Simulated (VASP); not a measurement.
PtSe2:

```
Pt Se
1.0
     3.75849    0.00000    0.00000
    -1.87925    3.25495    0.00000
     0.00000    0.00000    4.86989
Pt Se
1 2
Cartesian
  0.0000 0.0000 0.0000
  1.8793 1.0850 3.5986
  0.0000 2.1700 1.2713
```

The cell is a database's computed one.

Base run:

- Program: VASP 6.6.1
- Functional: r2SCAN
- Potentials or basis: VASP PAW PBE potentials, release 64 (Pt, Se)
- Cutoff: 520 eV
- k mesh: 9 × 9 × 6
- Occupations: gaussian, width 0.1 eV
- Spin: no spin polarisation

Its results: band gap on the k mesh none (metal or under the smearing width); pressure 2.9 GPa; largest force 0.008 eV/Å.

Problem. The run is repeated on the same cell with these changes: functional from r2SCAN to PBEsol; cutoff from 520 eV to 700 eV. What comes out?

Solution. Band gap on the k mesh none (metal or under the smearing width); pressure 0.0 GPa; largest force 0.010 eV/Å.

Caveats: the PAW data sets were made with another functional, which shifts forces and pressure a little.
